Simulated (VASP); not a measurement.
Here is the system:

```xyz
8
Lattice="6.2975 0.0000 0.0000 0.0000 6.2975 0.0000 0.0000 0.0000 6.2975" Properties=species:S:1:pos:R:3 pbc="T T T"
Cd     6.2454     6.2454     6.2454
Cd     3.2009     3.2009     6.2454
Cd     3.2009     6.2454     3.2009
Cd     6.2454     3.2009     3.2009
Te     1.5744     1.5744     1.5744
Se     4.7231     4.7231     1.5744
Se     4.7231     1.5744     4.7231
Se     1.5744     4.7231     4.7231
```

Calculation: PBE GGA, VASP's PBE PAW potentials (set 64) (plane waves; VASP). Numerical set-up: 400 eV cut-off, Gaussian smearing of 0.050 eV, potentials Cd Te Se.

Unless said otherwise, spin-orbit coupling is left out, though it shifts the bands of the heavy elements here.

Give the energies of bands 27 to 40 at the high-symmetry points, in eV from the valence-band maximum.

```json
[
 {"band": "27", "Γ": "-3.93", "X": "-2.68", "M": "-3.44", "R": "-4.07"},
 {"band": "28", "Γ": "-1.78", "X": "-2.42", "M": "-3.33", "R": "-4.07"},
 {"band": "29", "Γ": "-1.78", "X": "-2.11", "M": "-2.09", "R": "-0.95"},
 {"band": "30", "Γ": "-1.78", "X": "-2.11", "M": "-1.93", "R": "-0.95"},
 {"band": "31", "Γ": "-1.65", "X": "-2.05", "M": "-1.93", "R": "-0.82"},
 {"band": "32", "Γ": "-1.65", "X": "-1.92", "M": "-1.74", "R": "-0.82"},
 {"band": "33", "Γ": "-1.65", "X": "-1.13", "M": "-0.98", "R": "-0.82"},
 {"band": "34", "Γ": "0.00", "X": "-1.13", "M": "-0.84", "R": "-0.43"},
 {"band": "35", "Γ": "0.00", "X": "-0.79", "M": "-0.56", "R": "-0.43"},
 {"band": "36", "Γ": "0.00", "X": "-0.79", "M": "-0.56", "R": "-0.43"},
 {"band": "37", "Γ": "0.42", "X": "2.94", "M": "3.29", "R": "1.95"},
 {"band": "38", "Γ": "3.05", "X": "3.09", "M": "3.29", "R": "1.95"},
 {"band": "39", "Γ": "3.09", "X": "3.89", "M": "3.31", "R": "1.95"},
 {"band": "40", "Γ": "3.09", "X": "3.98", "M": "3.70", "R": "2.70"}
]
```

The gap is direct, 0.42 eV, from the valence maximum at Γ to the conduction minimum at Γ.

The structure was generated: Cd4Se3Te was put into an ordered model structure (P-43m), which need not be its known phase. It was relaxed first, which changed the volume by +7 %.
